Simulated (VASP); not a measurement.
Given:

```xyz
8
Lattice="-2.7337 2.7337 5.4671 2.7337 -2.7337 5.4671 2.7337 2.7337 -5.4671" Properties=species:S:1:pos:R:3 pbc="T T T"
Zn     0.0000     2.7337     2.7336
Cu     0.0000     5.4675     0.0000
Cu     2.7337     0.0000     2.7336
Sn     2.7337     2.7337     0.0000
S      1.3228     1.2824     1.4131
S      1.2824     4.1447    -1.4131
S      1.4110     1.4514     6.8802
S      1.4514    -1.4110     4.0541
```

These are modified Becke-Johnson potential (mBJ), VASP's PBE PAW potentials (set 64) (plane waves; VASP) values and carry that method's errors. Run with 400 eV cut-off, 4×4×4 Γ-centred mesh, Gaussian smearing of 0.050 eV, potentials Zn Cu Sn_d S.

mBJ is a potential without an energy functional, so only the levels count. Unless said otherwise, spin-orbit coupling is left out, though it shifts the bands of the heavy elements here.

Problem. Predict the band gap (over mesh and band path) with the smallest direct gap where there is one.

Solution. 
The band gap (over mesh and band path) is 0.57 eV. The smallest direct gap (over mesh and band path) comes out as 0.57 eV.

Total energies compare only between runs with the same potentials, cut-off and functional.

The structure comes from a computed database's ZnCu2SnS4 entry (I-4), a phase known from measurement. It was relaxed first. The cell's shape comes from a PBE relaxation.
